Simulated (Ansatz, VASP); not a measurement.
## Cross-check of Pb between VASP and Ansatz

One calculation is typed for both programs; each brings its own data sets and cutoff. How far apart do they land?

Program: Ansatz 0.2.0. Level of theory: plane waves, with VASP 6.6.1 beside it; relaxation of cell and atoms at PBEsol. Results are calculated unless marked as measured.

### 1. Set-up

The structure is cubic, space group Fm-3m (No. 225). The conventional cell has a = 4.950 Å, b = 4.950 Å, c = 4.950 Å, α = 90.00°, β = 90.00°, γ = 90.00°. Nearest to Pb lie 12 Pb at 3.50 Å.

### 2. Ansatz: relaxation of cell and atoms, PBEsol

Ansatz runs on its default PAW (the set named soft_2) files.

The relaxed volume is the usual yardstick between codes: its relative difference is about their pressure difference at one cell divided by the bulk modulus.

File input.yaml:

```yaml
crystal:
  lattice:
    - [0.0, 2.475, 2.475]
    - [2.475, 0.0, 2.475]
    - [2.475, 2.475, 0.0]
  atoms:
    - { symbol: Pb, position: [0.0, 0.0, 0.0] }
hamiltonian:
  xc: pbesol
  pseudopotentials: { kind: paw }
kpoints:
  mp_grid: { grid: [13, 13, 13] }
scf:
  occupations: { method: methfessel_paxton, width: 0.15 }
relax:
  f_tol: 0.01
  max_steps: 60
  cell: { stress_tol: 0.05 }
output:
  forces: true
  stress: true
```

Started as:

```bash
$ ansatz run input.yaml --threads 4 --pin off --max-ram 9216MiB --backend cpu --events-out ev --progress --plain --runs-dir out
```

Numbers of over 12 decimals in the logs are rounded to 6 here.

The program printed:

```text
Engine: ansatz 0.2.0, aarch64-unknown-linux-gnu
Pseudopotentials: kind: paw
Pseudopotential: Pb, paw, valence charge 14, recommended cutoff 420 eV (normal), Pb.paw.azcp
Functional definition: PBEsol
  exchange = pbesol_x
  correlation = pbesol_c
Crystal: 1 atoms, lattice volume = 30.322 Å³
Basis set: ecut = 420 eV, 609 PW (Γ), exchange–correlation on 48×48×48 points (8 copies of the dense FFT grid, shifted against one another)
Bands: 11, of which v1, the nominal top of the filled ones, is band 7 counted from 1 (6 counted from 0)
Symmetry: 48 space group operations
Space group: Fm-3m (ITA 225), of the structure as read, at distance tolerance 3.1e-5 Å
k-points: 84 of 2197
Non-local potential: Pb, projectors of the file, l = 0: 2, l = 1: 2, l = 2: 2, l = 3: 2
PAW form: soft (Blöchl's): semilocal exchange-correlation on the pseudo side does not see the compensation charge
PAW frozen core: Pb, regenerated for the run's functional, and the local potential with it (the file was generated under x = pbe(κ = 0.804, μ = 0.219515), c = pbe(β = 0.066725))
PAW one-centre angular grid: Pb, 590 points (default); XC on 64 Gauss nodes
Initial density: superposition of atomic densities (neutral atoms: chi_scale 0, normalization atom), corrected by the library's trained network
Initial wavefunctions: pseudopotential atomic-orbital guess
Functional: x = pbesol(κ = 0.804, μ = 0.123457), c = pbesol(β = 0.046)
SCF iter   1: F=—  HF=-11754.942530 eV  |F-HF|=—  |Δ(HF+E_count)|=         —  Δρ=1.91e-3  dr2=8.42e-4  ethr=1.77e-3  ⟨swp⟩=5.5  Hψ=5982  notcnv=0
preconditioner: auto → none  [metal: Δε(μ)=0.076 eV  Ē_g=19.851 eV  σ=0.150 eV  W_gap=0.41  n_scr=8 (ndim 8)  ℏωp=25.2 eV  f_vac=0.000  D(μ)=0.69/eV (n_scr^D=0)  sad-step TF]
SCF iter   2: F=—  HF=-11754.941862 eV  |F-HF|=—  |Δ(HF+E_count)|=   6.69e-4  S|Δr|=    0.00e0  Δρ=1.19e-3  dr2=3.62e-4  ethr=6.01e-6  ⟨swp⟩=2.5  Hψ=2107  notcnv=0
SCF iter   3: F=—  HF=-11754.941766 eV  |F-HF|=—  |Δ(HF+E_count)|=   9.57e-5  S|Δr|=    0.00e0  Δρ=6.40e-4  dr2=1.00e-4  ethr=2.59e-6  ⟨swp⟩=2.0  Hψ=1487  notcnv=0
SCF iter   4: F=—  HF=-11754.941719 eV  |F-HF|=—  |Δ(HF+E_count)|=   4.73e-5  S|Δr|=    0.00e0  Δρ=1.66e-4  dr2=6.51e-6  ethr=7.17e-7  ⟨swp⟩=2.3  Hψ=1516  notcnv=0
SCF iter   5: F=—  HF=-11754.941716 eV  |F-HF|=—  |Δ(HF+E_count)|=   2.16e-6  S|Δr|=    0.00e0  Δρ=1.89e-5  dr2=6.74e-8  ethr=7.14e-10  ⟨swp⟩=3.7  Hψ=3930  notcnv=0
SCF iter   6: F=-11754.941716 eV  HF=-11754.941716 eV  |F-HF|=1.67e-9  |Δ(HF+E_count)|=   1.18e-8  S|Δr|=    0.00e0  Δρ=2.25e-6  dr2=1.56e-9  ethr=4.81e-10  ⟨swp⟩=2.6  Hψ=3356  notcnv=0
SCF 1 converged in 6 iterations: F = -11754.941716 eV  dr2 = 1.56e-9
  greatest PAW one-centre occupation: 0.978 electrons in one spin orbital (limit 2), on the Pb atom at site 0 (counted from 0), in its partial waves of l = 2
relax step   1: F+E_penalty+E_count = -11754.94171647 eV  Δ(F+E_penalty+E_count) = +0.000e0 eV  max|allowed force component| = 0.000e0 eV/Å  Δτ_max = 0.0000 Å  P = -0.478 GPa  Ω = 30.322 Å³  (6 SCF iters, dr2 threshold 1.00e-7 eV, accepted)
[...]
relax step   2: F+E_penalty+E_count = -11754.94223559 eV  Δ(F+E_penalty+E_count) = -5.191e-4 eV  max|allowed force component| = 0.000e0 eV/Å  Δτ_max = 0.0000 Å  P = +0.017 GPa  Ω = 29.993 Å³  energy of the carried Pulay correction = +4.058e-5 eV  (4 SCF iters, dr2 threshold 1.00e-7 eV, accepted)
[...]
relax step   3: F+E_penalty+E_count = -11754.94219572 eV  Δ(F+E_penalty+E_count) = +3.987e-5 eV  max|allowed force component| = 0.000e0 eV/Å  Δτ_max = 0.0000 Å  P = +0.017 GPa  Ω = 29.993 Å³  stress off target by 1.70e-2 GPa  SCF on the basis re-selected at this cell (its energy is not comparable with the rows above)  (4 SCF iters)
basis re-selected at this cell: Δ(F+E_penalty+E_count) = +3.987e-5 eV, ΔP = -0.000 GPa vs the last step (what re-selecting the basis moved, of the pressure what is left beyond the Pulay correction that the steps carried, after the strain that the cell walked since its last selection, with what the two solves' SCF thresholds leave and, on support functions, any second-order correction that the steps lacked; it is no measure of the basis error at this ecutwfc). This SCF's stress stands 1.70e-2 GPa from its target on what of the cell is left free (relax.cell.stress_tol is 5.00e-2 GPa) and its largest allowed force component is 0.00e0 eV/Å (relax.f_tol is 1.00e-2 eV/Å): [rest of the remark cut]
SCF converged after 4 iterations
Stability not checked: this state was not tested for a lower state beside it, because cold or Methfessel-Paxton smearing, or corrected tetrahedra, fill the levels in a way that the test cannot read (fill_not_monotonic; see scf.lower_state_search)
Free energy (F): -11754.942196 eV
Harris-Foulkes:  -11754.942196 eV  (|F-HF|=3.64e-12)
Internal energy: -11754.941469 eV  (E = F + TS)
E sigma→0 (E₀):  -11754.942014 eV
Entropy (-TS):   -0.000727 eV (-0.727 meV/atom)
Fermi energy:    11.024107 eV
--- Per-component energies (eV) ---
  E_band       = -36.389607
  E_kinetic    = 289.273976
  E_local      = -1009.590628  (includes V_loc(G=0)·N_el)
  E_nonlocal   = 351.646291
  E_hartree    = 400.293931
  E_xc         = -219.175634
  E_vxc        = -132.962149  (∫ρ·V_xc dr)
  E_paw        = -10255.618431  (= ΣΔE_a)
  E_vpaw       = -335.344993  (= ΣTr[D̂ρ^β])
  E_aug_tail   = 0.000049  (compensation charges beyond the density's cutoff)
  E_ewald      = -1311.833138
  E_core_change = 0.062117  (= ΣΔE_core)
  E_smearing   = -0.000727  (= −TS)
  E_closure    = -0.000000  (closes the sum)
  Σ components = -11754.942196   (vs F -11754.942196, Δ=0.00e0)
--- Forces (eV/Å), atoms counted from 1 ---
  atom   1  Pb    -0.00000000    -0.00000000     0.00000000
  max |Σ_I F_I| component: 2.30e-31 eV/Å
--- Stress (GPa, compression-positive) ---
        0.017037       0.000000       0.000000
        0.000000       0.017037       0.000000
        0.000000       0.000000       0.017037
  P = ⅓ Tr σ = 0.0170 GPa (0.170 kbar)
--- Relaxed structure (2 steps of the walk, 2 accepted, 1 SCFs on fresh bases) ---
  F+E_penalty+E_count = -11754.94219572 eV   max|allowed force component| = 0.000e0 eV/Å   (the final SCF, on the basis selected at the relaxed cell)
  cell:  # Å, volume = 29.9928 Å³
    - [0, 2.466014, 2.466014]
    - [2.466014, 0, 2.466014]
    - [2.466014, 2.466014, 0]
  atoms:
    - { symbol: Pb, position: [0.0, 0.0, 0.0] }
```

Elapsed: 2.9 s, on 4 threads of Arm Neoverse N1, shared host; peak memory 0.39 GiB.

### 3. VASP: relaxation of cell and atoms, PBEsol

The same cell, functional, mesh and smearing now go to VASP, with its own data sets and cutoff.

Lines of VASP's logs that name or quote its potential files are left out, and so is its time.

File INCAR:

```
SYSTEM = Pb
PREC = Accurate
ENCUT = 420
EDIFF = 1E-06
NELM = 120
ISMEAR = 1
SIGMA = 0.15
LREAL = .FALSE.
ALGO = Normal
GGA = PS
NBANDS = 8
LORBIT = 11
LWAVE = .FALSE.
LCHARG = .FALSE.
KPAR = 4
IBRION = 2
NSW = 30
ISIF = 3
EDIFFG = -0.01
POTIM = 0.4
```

File POSCAR:

```
Pb
1.0
    0.0000000000      2.4750000000      2.4750000000
    2.4750000000      0.0000000000      2.4750000000
    2.4750000000      2.4750000000      0.0000000000
Pb
1
Direct
    0.0000000000      0.0000000000      0.0000000000
```

File KPOINTS:

```
Automatic mesh
0
Gamma
13 13 13
0 0 0
```

PAW data sets: Pb (PBE family, release 64).

Started as:

```bash
$ mpirun -np 4 vasp_std
```

The program printed:

```text
[banner, memory and clock lines left out]
running    4 mpi-ranks, on    1 nodes
 distrk:  each k-point on    1 cores,    4 groups
 distr:  one band on    1 cores,    1 groups

 POSCAR found type information on POSCAR Pb
 POSCAR found :  1 types and       1 ions
|                                                                             |
|               ----> ADVICE to this user running VASP <----                  |
|                                                                             |
|     You enforced a specific xc type in the INCAR file but a different       |
|     [... a line on the potential file left out ...]
|     I HOPE YOU KNOW WHAT YOU ARE DOING!                                     |
|                                                                             |

 LDA part: xc-table for (Slater+PW92), standard interpolation
 POSCAR, INCAR and KPOINTS ok, starting setup
 FFT: planning ... GRIDC
 FFT: planning ... GRID_SOFT
 FFT: planning ... GRID
 WAVECAR not read
 entering main loop
       N       E                     dE             d eps       ncg     rms          rms(c)
DAV:   1     0.420628175915E+00    0.42063E+00   -0.12969E+03  1344   0.313E+02
DAV:   2    -0.396918599751E+01   -0.43898E+01   -0.42468E+01  1824   0.311E+01
DAV:   3    -0.401374403594E+01   -0.44558E-01   -0.44523E-01  1680   0.341E+00
DAV:   4    -0.401381680623E+01   -0.72770E-04   -0.72770E-04  2144   0.147E-01
DAV:   5    -0.401381685389E+01   -0.47667E-07   -0.47786E-07  1760   0.272E-03    0.489E+00
DAV:   6    -0.400611112259E+01    0.77057E-02   -0.20173E-03  1816   0.157E-01    0.300E+00
DAV:   7    -0.400159423616E+01    0.45169E-02   -0.56047E-03  1544   0.264E-01    0.221E-01
DAV:   8    -0.400165089870E+01   -0.56663E-04   -0.64635E-05  2224   0.442E-02    0.349E-02
DAV:   9    -0.400165083887E+01    0.59828E-07   -0.18932E-06  1808   0.579E-03
   1 F= -.40016508E+01 E0= -.40014193E+01  d E =-.400165E+01
 curvature:   0.00 expect dE= 0.000E+00 dE for cont linesearch  0.000E+00
 trial: gam= 0.00000 g(F)=  0.573E-68 g(S)=  0.169E-02 ort = 0.000E+00 (trialstep = 0.100E+01)
 search vector abs. value=  0.169E-02
 bond charge predicted
       N       E                     dE             d eps       ncg     rms          rms(c)
DAV:   1    -0.400326733662E+01   -0.16164E-02   -0.26004E-02  1736   0.568E-01    0.204E-01
DAV:   2    -0.400278404120E+01    0.48330E-03   -0.51166E-04  1608   0.123E-01    0.101E-01
DAV:   3    -0.400253145814E+01    0.25258E-03   -0.61995E-04  1648   0.850E-02    0.813E-02
DAV:   4    -0.400253184632E+01   -0.38818E-06   -0.54745E-06  1976   0.140E-02
   2 F= -.40025318E+01 E0= -.40023069E+01  d E =-.881007E-03
 trial-energy change:   -0.000881  1 .order   -0.000879   -0.001691   -0.000068
 step:   1.0421(harm=  1.0421)  dis= 0.00000  next Energy=    -4.002532 (dE=-0.881E-03)
 reached required accuracy - stopping structural energy minimisation
```

From OUTCAR (step 3):

```text
ion  position               nearest neighbor table
   1  0.000  0.000  0.000-

  LATTYP: Found a face centered cubic cell.
 ALAT       =     4.9500000000

 Subroutine GETGRP returns: Found 48 space group operations
 (whereof 48 operations were pure point group operations)

The static configuration has the point symmetry O_h .

 Found     84 irreducible k-points:

   k-points           NKPTS =     84   k-points in BZ     NKDIM =     84   number of bands    NBANDS=      8

   dimension x,y,z NGX =    24 NGY =   24 NGZ =   24
   dimension x,y,z NGXF=    48 NGYF=   48 NGZF=   48

   ENCUT  =  420.0 eV  30.87 Ry    5.56 a.u.   5.85  5.85  5.85*2*pi/ulx,y,z

   NELECT =       4.0000    total number of electrons

 k-points in reciprocal lattice and weights: Automatic mesh
   0.00000000  0.00000000  0.00000000       0.000
   0.07692308  0.00000000  0.00000000       0.004
   0.15384615  0.00000000  0.00000000       0.004
   0.23076923  0.00000000  0.00000000       0.004
   0.30769231  0.00000000  0.00000000       0.004
   0.38461538  0.00000000  0.00000000       0.004
   0.46153846  0.00000000  0.00000000       0.004
   0.07692308  0.07692308  0.00000000       0.003
   0.15384615  0.07692308  0.00000000       0.011
[...]
-0.30769231  0.46153846  0.15384615       0.011
  -0.30769231  0.46153846  0.23076923       0.011

 average (electrostatic) potential at core
       1 -42.4120

 E-fermi :   5.0044

 k-point     1 :       0.0000    0.0000    0.0000
  band No.  band energies     occupation
      1      -6.9173      2.00000
      2      12.4822      0.00000
      3      12.4822      0.00000
      4      12.4822      0.00000
      5      14.7291      0.00000
      6      16.3656      0.00000
    ...

 k-point     2 :       0.0769    0.0000    0.0000
  band No.  band energies     occupation
      1      -6.8016      2.00000
      2      11.0993      0.00000
      3      12.3315      0.00000
      4      12.3315      0.00000
      5      14.4287      0.00000
      6      16.8550      0.00000
    ...

 k-point     3 :       0.1538    0.0000    0.0000
  band No.  band energies     occupation
      1      -6.4554      2.00000
      2       8.7025      0.00000
      3      11.9644      0.00000
      4      11.9644      0.00000
      5      14.1075      0.00000
      6      17.4865      0.00000
    ...

  Total       -0.0048796     -0.0048796     -0.0048796      0.0000000      0.0000000     -0.0000000
  in kB       -0.2614768     -0.2614768     -0.2614768      0.0000000      0.0000000     -0.0000000
  external PRESSURE =      -0.2614768 kB  Pullay stress =       0.0000000 kB

  energy-cutoff  :      420.00
  volume of cell :       29.90
      direct lattice vectors                 reciprocal lattice vectors
    -0.000000000  2.463457749  2.463457749    -0.202966745  0.202966745  0.202966745
     2.463457749  0.000000000  2.463457749     0.202966745 -0.202966745  0.202966745
     2.463457749  2.463457749 -0.000000000     0.202966745  0.202966745 -0.202966745

 POSITION                                       TOTAL-FORCE (eV/Angst)
 -----------------------------------------------------------------------------------
      2.46346      2.46346     -0.00000         0.000000      0.000000     -0.000000
 -----------------------------------------------------------------------------------
    total drift:                               -0.000000     -0.000000     -0.000000

  FREE ENERGIE OF THE ION-ELECTRON SYSTEM (eV)
  ---------------------------------------------------
  free  energy   TOTEN  =        -4.0025318463 eV

  energy  without entropy=       -4.0018569353  energy(sigma->0) =       -4.00230688

 reached required accuracy - stopping structural energy minimisation

 total charge
# of ion       s       p       d       tot
------------------------------------------
    1        1.735   1.342   0.077   3.155

[... 3 further parts left out ...]
```

CONTCAR:

```
Pb
   1.00000000000000
    -0.0000000000000000    2.4634577490554044    2.4634577490554044
     2.4634577490554044    0.0000000000000000    2.4634577490554044
     2.4634577490554044    2.4634577490554044   -0.0000000000000000
  Pb
     1
Direct
     0.0000000000000000    0.0000000000000000    1.0000000000000000
```

The data set Pb keeps the semicore shell frozen, which is cheaper and a little less accurate.

### 4. Side by side

Known differences besides the PAW data sets themselves: both relaxations stop at a tolerance, which leaves soft axes loose, and VASP keeps its plane-wave basis; the data sets hold 14 valence electrons in Ansatz (default PAW (the set named soft_2) files) and 4 in VASP; Ansatz makes its cores anew for this functional, VASP keeps those of its PBE data sets; VASP leaves aspherical gradient terms in its spheres out (LASPH is not set), Ansatz keeps them; Ansatz adds a Pulay correction to the stress that steers its cell, VASP none. Total energies have different zeros and are not compared.

The two programs side by side:

```tsv
quantity	Ansatz	VASP	difference
volume (Å³)	29.99	29.90	+0.31 %
edge a after relaxation, in the typed setting (Å)	3.487	3.484	+0.10 %
```

The walks stopped with 0.02 GPa left in Ansatz and -0.03 GPa in VASP; each walk ends within a tolerance, so the volume difference is uncertain by about these residues over the bulk modulus, most in soft cells.

### 5. Summary of results

| Property | Result |
| --- | --- |
| difference in volume (relaxation of cell and atoms, PBEsol) | 0.31 % |

In words: The difference in volume is 0.31 % (relaxation of cell and atoms, PBEsol), within the 1.2 % picked in this series as the mark of a large difference, as far as the stopping tolerances let one tell. How closely two codes agree says nothing of how well the functional describes the real material.

[Lines on the potential files, build, host, timing and source positions are cut from VASP's logs without a mark.]

[Logs are printed without paths, hosts, clocks, repeated set-up lines and the standing remarks that a program may print on its own settings, such as how far it seeks lower states.]

[Hosts, paths, dates, database ids (printed as entryN), source tags and the programs' standing remarks are cut or masked in the printed files.]
